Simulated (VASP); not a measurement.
Set up this calculation in VASP 6.6.1, as the native input.

- Task: single point
- Functional: PBE
- Potentials or basis: VASP PAW PBE potentials, release 64 (O, In_d, Br, H)
- Cutoff: 520 eV
- k mesh: 1 × 1 × 1
- Occupations: gaussian, width 0.01 eV
- Spin: no spin polarisation
- Further INCAR settings: ALGO = Normal; EDIFF = 1e-07; NBANDS = 25

The structure of OInBr2H lies in POSCAR:

```
InHBr2O
1.0
   13.0000000000      0.0000000000      0.0000000000
    0.0000000000     13.0000000000      0.0000000000
    0.0000000000      0.0000000000     12.0000000000
O In Br H
1 1 2 1
Direct
    0.4860500000      0.6097807700      0.5136916700
    0.4951423100      0.4591423100      0.5067583300
    0.6378192300      0.3718500000      0.6005083300
    0.3641807700      0.3642269200      0.4051583300
    0.5417500000      0.6390038500      0.5558833300
```

The input as run:

INCAR

```
PREC = Accurate ; ENCUT = 520
EDIFF = 1E-7 ; ISMEAR = 0
SIGMA = 0.01 ; LREAL = False
LASPH = True ; NELM = 60
ALGO = Normal ; ISIF = 2
LWAVE = False ; LCHARG = False
GGA = PE ; NBANDS = 25
```

KPOINTS

```
regular mesh
0
Gamma
  1 1 1
```

Potentials or basis: VASP PAW PBE potentials, release 64 (O, In_d, Br, H).

The run is started by

```bash
$ cat potpaw_PBE.64/O/POTCAR potpaw_PBE.64/In_d/POTCAR potpaw_PBE.64/Br/POTCAR potpaw_PBE.64/H/POTCAR > POTCAR
$ mpirun -np 1 vasp_gam > vasp.out
```

It gave:

- Largest force: 0.725 eV/Å
- Gap between the frontier levels: 3.87 eV

Caveat: spin-orbit coupling is left out, which moves the levels of the heavy elements.

Run time: 3.7 min on 1 thread of Intel(R) Xeon(R) Platinum 8259CL CPU @ 2.50GHz (Skylake/Cascade Lake), with other jobs on the host, peak memory 1.4 GiB.
